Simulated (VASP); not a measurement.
Here is the system:

```
Cu2ZnGeS4
1.0
   -2.66689     2.66689     5.36148
    2.66689    -2.66689     5.36148
    2.66689     2.66689    -5.36148
Zn Cu Ge S
1 2 1 4
Direct
  0.00000   0.00000   0.00000
  0.25000   0.75000   0.50000
  0.75000   0.25000   0.50000
  0.50000   0.50000   0.00000
  0.87034   0.87034   0.48553
  0.12966   0.61519   0.00000
  0.38481   0.38481   0.51447
  0.61519   0.12966   0.00000
```

Method: modified Becke-Johnson potential (mBJ), VASP's PBE PAW potentials (set 64) (plane waves; VASP 6.6.1). Numerical set-up: 400 eV cut-off, 4×4×4 Γ-centred mesh, Gaussian smearing of 0.050 eV, potentials Zn Cu Ge_d S.

mBJ is a potential without an energy functional, so only the levels count.

Q: Estimate the band gap (over mesh and band path) with the smallest direct gap where there is one.

A: 
```yaml
band gap (over mesh and band path): 0.88 eV
smallest direct gap (over mesh and band path): 0.88 eV
```

The absolute energy has meaning only against runs of the same code, potentials and settings.

The structure comes from a computed database's ZnCu2GeS4 entry (I-42m); how it stands against other phases isn't given here. It was relaxed first. The cell's shape comes from a PBE relaxation.
